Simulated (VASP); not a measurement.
Given:

```
CELL_PARAMETERS angstrom
      3.40297     0.00000     0.00000
      0.00000     3.40297     0.00000
      0.00000     0.00000     3.40297
ATOMIC_POSITIONS crystal
  Tb 0.50000 0.50000 0.50000
  Rh 0.00000 0.00000 0.00000
```

Method: r2SCAN+rVV10 with spin-orbit coupling, VASP's PBE PAW potentials (set 64) (plane waves; VASP). Numerical set-up: 400 eV cut-off, 10×10×10 Γ-centred mesh, Gaussian smearing of 0.050 eV, potentials Tb_3 Rh_pv.

The 4f electrons are frozen in the core of the lanthanide potential, so 4f levels, which can set the real gap, and their magnetism are missing.

Problem. Give the energies of bands 17 to 30 at the high-symmetry points, in eV from the Fermi level.

Solution. 
```json
[
 {"band": "17", "Γ": "-4.26", "X": "-2.66", "M": "-3.00", "R": "-2.55"},
 {"band": "18", "Γ": "-4.26", "X": "-2.66", "M": "-3.00", "R": "-2.55"},
 {"band": "19", "Γ": "-1.99", "X": "-2.14", "M": "-2.90", "R": "-1.38"},
 {"band": "20", "Γ": "-1.99", "X": "-2.14", "M": "-2.90", "R": "-1.38"},
 {"band": "21", "Γ": "-1.99", "X": "-1.92", "M": "-0.73", "R": "-1.23"},
 {"band": "22", "Γ": "-1.99", "X": "-1.92", "M": "-0.73", "R": "-1.23"},
 {"band": "23", "Γ": "-1.75", "X": "-1.51", "M": "0.22", "R": "-1.23"},
 {"band": "24", "Γ": "-1.75", "X": "-1.51", "M": "0.22", "R": "-1.23"},
 {"band": "25", "Γ": "2.45", "X": "0.41", "M": "2.02", "R": "-0.67"},
 {"band": "26", "Γ": "2.45", "X": "0.41", "M": "2.02", "R": "-0.67"},
 {"band": "27", "Γ": "2.45", "X": "0.55", "M": "2.30", "R": "-0.67"},
 {"band": "28", "Γ": "2.45", "X": "0.55", "M": "2.30", "R": "-0.67"},
 {"band": "29", "Γ": "6.63", "X": "2.42", "M": "3.15", "R": "5.27"},
 {"band": "30", "Γ": "6.63", "X": "2.42", "M": "3.15", "R": "5.27"}
]
```

It has no gap at this level: it comes out as a metal or semimetal.

The structure comes from a measured TbRh entry (Pm-3m) of the Crystallography Open Database, whose conditions weren't checked. It was relaxed first.
